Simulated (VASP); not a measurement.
All values below come from PBE GGA, VASP's PBE PAW potentials (set 64) (plane waves; VASP).

The input files of a VASP run:

**KPOINTS**
```
k-points along high-symmetry lines
15
Line-mode
Reciprocal
  0.000000   0.000000   0.000000 ! GAMMA
  0.000000   0.500000   0.000000 ! X

  0.000000   0.500000   0.000000 ! X
  0.500000   0.500000   0.000000 ! M

  0.500000   0.500000   0.000000 ! M
  0.000000   0.000000   0.000000 ! GAMMA

  0.000000   0.000000   0.000000 ! GAMMA
  0.500000   0.500000   0.500000 ! R

  0.500000   0.500000   0.500000 ! R
  0.000000   0.500000   0.000000 ! X

  0.500000   0.500000   0.500000 ! R
  0.500000   0.500000   0.000000 ! M
```

**POSCAR**
```
KNa3Br4
1
    6.2300610585     0.0000000000     0.0000000000
    0.0000000000     6.2300610585     0.0000000000
    0.0000000000     0.0000000000     6.2300610585
Na Br K
3 4 1
Direct
  0.0000000000   0.0000000000   0.0000000000
  0.5000000000   0.5000000000   0.0000000000
  0.5000000000   0.0000000000   0.5000000000
  0.5000000000   0.5000000000   0.5000000000
  0.0000000000   0.0000000000   0.5000000000
  0.0000000000   0.5000000000   0.0000000000
  0.5000000000   0.0000000000   0.0000000000
  0.0000000000   0.5000000000   0.5000000000
```

### INCAR
```
SYSTEM = KNa3Br4
PREC = Accurate
ENCUT = 400
EDIFF = 1E-6
NELM = 100
ALGO = Normal
LREAL = .FALSE.
LASPH = .TRUE.
ISMEAR = 0
SIGMA = 0.05
GGA = PE
LMAXMIX = 4
LWAVE = .FALSE.
LCHARG = .FALSE.
ICHARG = 11
```

POTCAR, in this order: Na_pv Br K_sv (PBE.64 set). Program: vasp_std. Read from the step before: CHGCAR.

The run wrote:

**OSZICAR**
```
       N       E                     dE             d eps       ncg     rms          rms(c)
DAV:   1     0.494100480393E+03    0.49410E+03   -0.24007E+04  6784   0.133E+03
DAV:   2     0.259547449771E+02   -0.46815E+03   -0.45985E+03  7492   0.362E+02
DAV:   3    -0.225077108932E+02   -0.48462E+02   -0.48338E+02  8234   0.127E+02
DAV:   4    -0.240572866674E+02   -0.15496E+01   -0.15477E+01  7980   0.242E+01
DAV:   5    -0.241221388359E+02   -0.64852E-01   -0.64840E-01 10990   0.327E+00
DAV:   6    -0.241228547633E+02   -0.71593E-03   -0.71586E-03  8290   0.321E-01
DAV:   7    -0.241228834206E+02   -0.28657E-04   -0.28657E-04  9202   0.479E-02
DAV:   8    -0.241228847560E+02   -0.13354E-05   -0.13354E-05  7842   0.893E-03
DAV:   9    -0.241228848405E+02   -0.84496E-07   -0.84458E-07  5536   0.239E-03
   1 F= -.24122885E+02 E0= -.24122885E+02  d E =-.978890E-17
```

### OUTCAR
```
 val. band max:       -1.2603897486   @ k =   0.0000   0.0000   0.0000

 cond. band min:       2.6649108169   @ k =   0.0000   0.0000   0.0000



 k-point     1 :       0.0000    0.0000    0.0000
  band No.  band energies     occupation
      1     -28.5794      2.00000
      2     -23.1285      2.00000
      3     -23.1285      2.00000
      4     -23.1285      2.00000
      5     -23.1258      2.00000
      6     -23.1258      2.00000
      7     -23.1258      2.00000
      8     -23.1241      2.00000
      9     -23.1241      2.00000
     10     -23.1241      2.00000
     11     -13.8360      2.00000
     12     -13.6367      2.00000
     13     -13.6143      2.00000
     14     -13.6143      2.00000
     15     -12.1654      2.00000
     16     -12.1654      2.00000
     17     -12.1654      2.00000
     18      -2.6496      2.00000
     19      -2.6496      2.00000
     20      -2.6496      2.00000
     21      -1.8442      2.00000
     22      -1.8442      2.00000
     23      -1.8442      2.00000
     24      -1.6893      2.00000
     25      -1.6893      2.00000
     26      -1.6893      2.00000
     27      -1.2604      2.00000
     28      -1.2604      2.00000
     29      -1.2604      2.00000
     30       2.6649      0.00000
     31       4.5215      0.00000
     32       4.5215      0.00000
     33       5.3173      0.00000
     34       5.3173      0.00000

 k-point     2 :       0.0000    0.0357    0.0000
  band No.  band energies     occupation
      1     -28.5794      2.00000
      2     -23.1285      2.00000
      3     -23.1285      2.00000
      4     -23.1285      2.00000
      5     -23.1258      2.00000
      6     -23.1258      2.00000
      7     -23.1258      2.00000
      8     -23.1242      2.00000
      9     -23.1241      2.00000
     10     -23.1241      2.00000
     11     -13.8357      2.00000
     12     -13.6371      2.00000
     13     -13.6160      2.00000
     14     -13.6142      2.00000
     15     -12.1654      2.00000
...
```

The density is held fixed in this step, so its total energy and stress have no physical meaning.

The structure was generated: KNa3Br4 was put into an ordered model structure (Pm-3m), which need not be its known phase. It was relaxed first, which changed the volume by +5 %.
